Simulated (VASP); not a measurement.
# CoO (relaxed from the NiAs type structure, space group P6_3/mmc): computed properties

The numbers are results of PBEsol GGA, VASP's PBE PAW potentials (set 64) (plane waves; VASP), not measurements.

space group: P6_3/mmc (194)
cell: a = 2.8521 Å, b = 2.8521 Å, c = 5.1249 Å, α = 90.00°, β = 90.00°, γ = 120.00°
volume per atom: 9.03 Å³/atom
band gap (over mesh and band path): none (metal, semimetal or under 0.01 eV)
cell moment: 5.93 μB
density: 6.89 g/cm³

```xyz
4
Lattice="2.8521 0.0000 0.0000 -1.4261 2.4700 0.0000 0.0000 0.0000 5.1249" Properties=species:S:1:pos:R:3 pbc="T T T"
Co     0.0000     0.0000     0.0000
Co     0.0000     0.0000     2.5624
O      0.0000     1.6467     1.2812
O      1.4261     0.8233     3.8437
```
Starting moments (μB, in the order of the record's atoms Co Co O O): 2.5 2.5 0.4 0.4.

The moments were started parallel, and other spin orders were not tried in this run.

The structure was generated: CoO was put into the NiAs type type (P6_3/mmc), which need not be its known phase. It was relaxed first. Symmetry was kept, so distortions that lower it aren't found.
